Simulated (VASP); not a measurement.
Given:

```yaml
crystal:
  lattice:
    - [0.00000, 2.97254, 2.97254]
    - [2.97254, 0.00000, 2.97254]
    - [2.97254, 2.97254, 0.00000]
  atoms:
    - { symbol: Ca, position: [0.00000, 0.00000, 0.00000] }
    - { symbol: Se, position: [0.50000, 0.50000, 0.50000] }
```

All values below come from revTPSS meta-GGA, VASP's PBE PAW potentials (set 64) (plane waves; VASP 6.6.1). Settings: 520 eV cut-off, 9×9×9 Γ-centred mesh, tetrahedra with Blöchl corrections, potentials Ca_sv Se.

**Question.** Give the energies of bands 6 to 11 at the high-symmetry points, in eV from the valence-band maximum.

**Answer.** 
```csv
band,Γ,X,U,L,W
6,0.00,-2.56,-2.29,-3.27,-2.00
7,0.00,-0.94,-2.04,-1.15,-2.00
8,0.00,-0.94,-1.10,-1.15,-1.64
9,3.54,2.16,3.44,4.57,4.61
10,3.96,5.39,6.00,5.74,4.61
11,3.96,5.42,6.03,5.82,5.61
```

The gap is indirect, 2.16 eV, from the valence maximum at Γ to the conduction minimum at X.

Measured: gap 3.85 eV (computed value off by -1.69 eV), as given by Abedi et al., (2022), arXiv:2211.14644.

The compound is CaSe in the rock salt structure. It was relaxed first.
